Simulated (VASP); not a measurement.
```
CELL_PARAMETERS angstrom
      2.88377     0.00000     0.00000
      0.00000     2.88377     0.00000
      0.00000     0.00000     2.88377
ATOMIC_POSITIONS crystal
  Al 0.50000 0.50000 0.50000
  Fe 0.00000 0.00000 0.00000
```

These are revPBE GGA, VASP's PBE PAW potentials (set 64) (plane waves; VASP 6.6.1) values and carry that method's errors. Run with 520 eV cut-off, Gaussian smearing of 0.050 eV, potentials Al Fe.

### Question
Estimate the band gap (along the path) with the smallest direct gap where there is one.

### Answer

```yaml
band gap (along the path): none (metal, semimetal or under 0.01 eV)
```

The compound is FeAl in the CsCl type structure. It was relaxed first. The run is not spin-polarised, so no magnetic state was tried. The electron count is odd and the run is not spin-polarised, which forces a metal.
